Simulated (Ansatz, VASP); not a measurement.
# AlBPN: VASP beside Ansatz

Wanted: the spread between two codes on one cell, functional and k mesh. The cell is generated by rule, not measured, and may not be a known phase. The cell is taken from a series of runs on this material, whose earlier steps may have relaxed, scaled, displaced or heated it; both programs get it as it stands.

Calculated with Ansatz 0.2.0; plane waves, with VASP 6.6.1 beside it; relaxation of cell and atoms at LDA.

### 1. Starting point

It takes space group Pmm2 (No. 25, orthorhombic). The conventional cell has a = 3.020 Å, b = 3.190 Å, c = 9.060 Å, α = 90.00°, β = 90.00°, γ = 90.00°. Nearest to Al lie 2 N at 1.87 Å and 2 P at 2.33 Å. Nearest to Al lie 4 N at 1.88 to 1.89 Å. Nearest to B lie 2 N at 1.72 Å and 2 P at 1.95 Å. Nearest to B lie 4 P at 1.90 to 1.92 Å. Nearest to N lie 4 Al at 1.87 to 1.88 Å. Nearest to N lie 2 B at 1.72 Å and 2 Al at 1.89 Å. Farther neighbours and most contacts between anions are not listed.

### 2. Ansatz: relaxation of cell and atoms, LDA, pair 1

Ansatz runs on its default PAW (the set named soft_2) files.

The relaxed volume is the usual yardstick between codes: in a stiff, nearly cubic crystal its relative difference is about their pressure difference at one cell divided by the bulk modulus.

Contents of input.yaml:

```yaml
crystal:
  lattice:
    - [2.255437096, 2.255437096, 0.0]
    - [-2.1352639085, 2.1352639085, 0.0]
    - [0.0, 0.0, 9.0602955279]
  atoms:
    - { symbol: Al, position: [0.0, 0.0, 0.5417919196] }
    - { symbol: Al, position: [0.5, 0.5, 0.7731383456] }
    - { symbol: B, position: [0.0, 0.0, -0.0234677347] }
    - { symbol: B, position: [0.5, 0.5, 0.2278891406] }
    - { symbol: "N", position: [0.5, 0.0, 0.6495142048] }
    - { symbol: "N", position: [0.0, 0.5, 0.8852964979] }
    - { symbol: P, position: [0.5, 0.0, 0.0999518923] }
    - { symbol: P, position: [0.0, 0.5, 0.3458857339] }
kpoints:
  mp_grid: { grid: [10, 10, 4] }
hamiltonian:
  xc: lda
scf:
  occupations: { method: gaussian, width: 0.1 }
output:
  forces: true
  stress: true
  eigenvalues: true
  write_density: true
  write_potential: true
  elf: true
  volumetric_format: npy
relax:
  adjacent_minimum: "off"
  f_tol: 0.005
  max_steps: 80
  cell: { stress_tol: 0.05 }
```

Command:

```console
$ ansatz run input.yaml --threads 8 --pin off --max-ram 14336MiB --backend cpu --events-out ev --progress --plain --runs-dir out
```

Numbers of over 12 decimals in the logs are rounded to 6 here.

Output:

```text
Engine: ansatz 0.2.0, aarch64-unknown-linux-gnu
Pseudopotentials: kind: paw
Pseudopotential: Al, paw, valence charge 3, recommended cutoff 420 eV (normal), Al.paw.azcp
Pseudopotential: B, paw, valence charge 3, recommended cutoff 420 eV (normal), B.paw.azcp
Pseudopotential: N, paw, valence charge 5, recommended cutoff 420 eV (normal), N.paw.azcp
Pseudopotential: P, paw, valence charge 5, recommended cutoff 420 eV (normal), P.paw.azcp
Functional definition: SPW92
  exchange = slater_x
  correlation = pw_c
Crystal: 8 atoms, lattice volume = 87.268 Å³
Basis set: ecut = 420 eV, 1703 PW (Γ)
Bands: 24, of which v1, the nominal top of the filled ones, is band 16 counted from 1 (15 counted from 0)
Symmetry: 4 space group operations
Space group: Pmm2 (ITA 25), of the structure as read, at distance tolerance 4.4e-5 Å
k-points: 108 of 400 (time reversal used)
Non-local potential: Al, projectors of the file, l = 0: 2, l = 1: 2, l = 2: 1
Non-local potential: B, projectors of the file, l = 0: 2, l = 1: 2, l = 2: 1
Non-local potential: N, projectors of the file, l = 0: 2, l = 1: 2, l = 2: 1
Non-local potential: P, projectors of the file, l = 0: 2, l = 1: 2, l = 2: 2
PAW form: soft (Blöchl's): semilocal exchange-correlation on the pseudo side does not see the compensation charge
PAW frozen core: Al, regenerated for the run's functional, and the local potential with it (the file was generated under x = pbe(κ = 0.804, μ = 0.219515), c = pbe(β = 0.066725))
PAW frozen core: B, regenerated for the run's functional, and the local potential with it (the file was generated under x = pbe(κ = 0.804, μ = 0.219515), c = pbe(β = 0.066725))
PAW frozen core: N, regenerated for the run's functional, and the local potential with it (the file was generated under x = pbe(κ = 0.804, μ = 0.219515), c = pbe(β = 0.066725))
PAW frozen core: P, regenerated for the run's functional, and the local potential with it (the file was generated under x = pbe(κ = 0.804, μ = 0.219515), c = pbe(β = 0.066725))
PAW one-centre angular grid: Al, 110 points (default); XC on 64 Gauss nodes
PAW one-centre angular grid: B, 110 points (default); XC on 64 Gauss nodes
PAW one-centre angular grid: N, 110 points (default); XC on 64 Gauss nodes
PAW one-centre angular grid: P, 110 points (default); XC on 64 Gauss nodes
Initial density: superposition of atomic densities (neutral atoms: chi_scale 0, normalization atom), corrected by the library's trained network
Initial wavefunctions: pseudopotential atomic-orbital guess
Functional: x = slater, c = lda
SCF iter   1: F=—  HF=-3530.415712 eV  |F-HF|=—  |Δ(HF+E_count)|=         —  Δρ=9.37e-3  dr2=1.32e-1  ethr=1.77e-3  ⟨swp⟩=7.1  Hψ=15779  notcnv=0  defer=1
preconditioner: auto → Kerker (q_TF=auto, 2.308 Å⁻¹)  [metal: Δε(μ)=0.038 eV  Ē_g=11.500 eV  σ=0.100 eV  W_gap=0.21  n_scr=18 (ndim 8)  ℏωp=22.5 eV  f_vac=0.000  D(μ)=0.57/eV (n_scr^D=2)]
SCF iter   2: F=—  HF=-3530.392551 eV  |F-HF|=—  |Δ(HF+E_count)|=   2.32e-2  Δρ=4.00e-3  dr2=3.47e-2  ethr=4.12e-4  ⟨swp⟩=1.1  Hψ=3471  notcnv=0  defer=15
SCF iter   3: F=—  HF=-3530.387148 eV  |F-HF|=—  |Δ(HF+E_count)|=   5.40e-3  Δρ=1.50e-3  dr2=1.07e-2  ethr=1.09e-4  ⟨swp⟩=1.0  Hψ=2306  notcnv=0  defer=15
SCF iter   4: F=—  HF=-3530.385280 eV  |F-HF|=—  |Δ(HF+E_count)|=   1.87e-3  Δρ=6.03e-4  dr2=1.45e-3  ethr=3.35e-5  ⟨swp⟩=1.6  Hψ=2515  notcnv=0  defer=15
SCF iter   5: F=—  HF=-3530.385075 eV  |F-HF|=—  |Δ(HF+E_count)|=   2.05e-4  Δρ=4.61e-4  dr2=2.67e-4  ethr=4.53e-6  ⟨swp⟩=2.2  Hψ=3473  notcnv=0  defer=15
SCF iter   6: F=—  HF=-3530.385014 eV  |F-HF|=—  |Δ(HF+E_count)|=   6.09e-5  Δρ=1.03e-4  dr2=2.38e-5  ethr=8.36e-7  ⟨swp⟩=2.0  Hψ=3731  notcnv=0  defer=15
SCF iter   7: F=—  HF=-3530.385010 eV  |F-HF|=—  |Δ(HF+E_count)|=   4.26e-6  Δρ=2.73e-5  dr2=3.33e-6  ethr=7.44e-8  ⟨swp⟩=2.3  Hψ=3613  notcnv=0  defer=45
SCF iter   8: F=—  HF=-3530.385009 eV  |F-HF|=—  |Δ(HF+E_count)|=   6.07e-7  Δρ=8.26e-6  dr2=4.71e-7  ethr=1.04e-8  ⟨swp⟩=1.9  Hψ=3080  notcnv=0  defer=47
SCF iter   9: F=-3530.385009 eV  HF=-3530.385009 eV  |F-HF|=2.81e-8  |Δ(HF+E_count)|=   8.08e-8  Δρ=3.10e-6  dr2=3.38e-8  ethr=3.13e-10  ⟨swp⟩=14.7  Hψ=18281  notcnv=0
SCF 1 converged in 9 iterations: F = -3530.385009 eV  dr2 = 3.38e-8
  greatest PAW one-centre occupation: 0.784 electrons in one spin orbital (limit 2), on the N atom at site 4 (counted from 0), in its partial waves of l = 0
relax step   1: F+E_penalty+E_count = -3530.38500902 eV  Δ(F+E_penalty+E_count) = +0.000e0 eV  max|allowed force component| = 4.814e-1 eV/Å  Δτ_max = 0.0000 Å  P = +0.519 GPa  Ω = 87.268 Å³  (9 SCF iters, dr2 threshold 1.00e-7 eV, accepted)
[...]
relax step   7: F+E_penalty+E_count = -3530.41268936 eV  Δ(F+E_penalty+E_count) = -1.049e-3 eV  max|allowed force component| = 1.039e-3 eV/Å  Δτ_max = 0.0000 Å  P = +0.019 GPa  Ω = 87.658 Å³  stress off target by 7.01e-2 GPa  SCF on the basis re-selected at this cell (its energy is not comparable with the rows above)  (6 SCF iters)
[...]
relax step   8: F+E_penalty+E_count = -3530.41266652 eV  Δ(F+E_penalty+E_count) = +2.285e-5 eV  max|allowed force component| = 1.897e-4 eV/Å  Δτ_max = 0.0001 Å  P = +0.000 GPa  Ω = 87.669 Å³  energy of the carried Pulay correction = -2.740e-5 eV  (5 SCF iters, dr2 threshold 1.23e-8 eV, accepted)
[...]
relax step   9: F+E_penalty+E_count = -3530.41269150 eV  Δ(F+E_penalty+E_count) = -2.499e-5 eV  max|allowed force component| = 1.968e-4 eV/Å  Δτ_max = 0.0000 Å  P = +0.000 GPa  Ω = 87.669 Å³  stress off target by 1.64e-3 GPa  SCF on the basis re-selected at this cell (its energy is not comparable with the rows above)  (5 SCF iters)
basis re-selected at this cell: Δ(F+E_penalty+E_count) = -2.499e-5 eV, ΔP = +0.000 GPa vs the last step (what re-selecting the basis moved, of the pressure what is left beyond the Pulay correction that the steps carried, after the strain that the cell walked since its last selection, with what the two solves' SCF thresholds leave and, on support functions, any second-order correction that the steps lacked; it is no m [...]
SCF converged after 5 iterations
Free energy (F): -3530.412692 eV
Harris-Foulkes:  -3530.412692 eV  (|F-HF|=5.09e-11)
Internal energy: -3530.409752 eV  (E = F + TS)
E sigma→0 (E₀):  -3530.411222 eV
Entropy (-TS):   -0.002939 eV (-0.367 meV/atom)
Fermi energy:    10.503890 eV
--- Per-component energies (eV) ---
  E_band       = 71.709378
  E_kinetic    = 561.453432
  E_local      = -660.653770  (includes V_loc(G=0)·N_el)
  E_nonlocal   = 210.163525
  E_hartree    = 224.312706
  E_xc         = -389.795389
  E_vxc        = -415.945053  (∫ρ·V_xc dr)
  E_paw        = -2349.188523  (= ΣΔE_a)
  E_vpaw       = -71.934387  (= ΣTr[D̂ρ^β])
  E_aug_tail   = 0.000179  (compensation charges beyond the density's cutoff)
  E_ewald      = -1127.299805
  E_core_change = 0.597893  (= ΣΔE_core)
  E_smearing   = -0.002939  (= −TS)
  E_closure    = 0.000000  (closes the sum)
  Σ components = -3530.412692   (vs F -3530.412692, Δ=0.00e0)
--- Forces (eV/Å), atoms counted from 1 ---
  atom   1  Al    -0.00000000    -0.00000000     0.00009996
  atom   2  Al     0.00000000     0.00000000     0.00019724
  atom   3  B      0.00000000    -0.00000000    -0.00001794
  atom   4  B      0.00000000     0.00000000     0.00006960
  atom   5  N      0.00000000    -0.00000000    -0.00006495
  atom   6  N      0.00000000     0.00000000    -0.00010707
  atom   7  P     -0.00000000    -0.00000000    -0.00019538
  atom   8  P     -0.00000000    -0.00000000     0.00002231
  max |Σ_I F_I| component: 3.76e-6 eV/Å
--- Stress (GPa, compression-positive) ---
        0.000503      -0.001141       0.000000
       -0.001141       0.000503       0.000000
        0.000000       0.000000      -0.000107
  P = ⅓ Tr σ = 0.0003 GPa (0.003 kbar)
--- Band table (eV; the first three rows and the last of 108) ---
  k-point 0: bands = [... 12 lower, 6.8903, 8.0390, 8.8562, 9.9033, 10.6036, 10.7615, 11.7604, 12.1158, ... 4 higher]
  k-point 1: bands = [... 12 lower, 6.9150, 7.6223, 8.8176, 9.9179, 10.7285, 10.7591, 11.7211, 12.1371, ... 4 higher]
  k-point 2: bands = [... 12 lower, 6.9394, 6.9529, 8.7787, 9.9421, 10.6960, 10.8781, 11.6869, 12.1559, ... 4 higher]
  k-point 107: bands = [... 12 lower, 4.5785, 4.5834, 4.8755, 4.9061, 10.4394, 11.4921, 11.9768, 12.4571, ... 4 higher]
--- Relaxed structure (7 steps of the walk, 7 accepted, 2 SCFs on fresh bases) ---
  F+E_penalty+E_count = -3530.41269150 eV   max|allowed force component| = 1.968e-4 eV/Å   (the final SCF, on the basis selected at the relaxed cell)
  cell:  # Å, volume = 87.6692 Å³
    - [2.239478, 2.239478, 0]
    - [-2.162769, 2.162769, 0]
    - [0, 0, 9.050237]
  atoms:
    - { symbol: Al, position: [0, 0, 0.539192] }
    - { symbol: Al, position: [0.5, 0.5, 0.771125] }
    - { symbol: B, position: [0, 0, -0.023390] }
    - { symbol: B, position: [0.5, 0.5, 0.228308] }
    - { symbol: N, position: [0.5, 0, 0.649796] }
    - { symbol: N, position: [0, 0.5, 0.884973] }
    - { symbol: P, position: [0.5, 0, 0.101601] }
    - { symbol: P, position: [0, 0.5, 0.348394] }
```

[end of part 1 of 3]

[Lines on the potential files, build, host, timing and source positions are cut from VASP's logs without a mark.]

[Logs are printed without paths, hosts, clocks, repeated set-up lines and the standing remarks that a program may print on its own settings, such as how far it seeks lower states.]

[Hosts, paths, dates, database ids (printed as entryN), source tags and the programs' standing remarks are cut or masked in the printed files.]
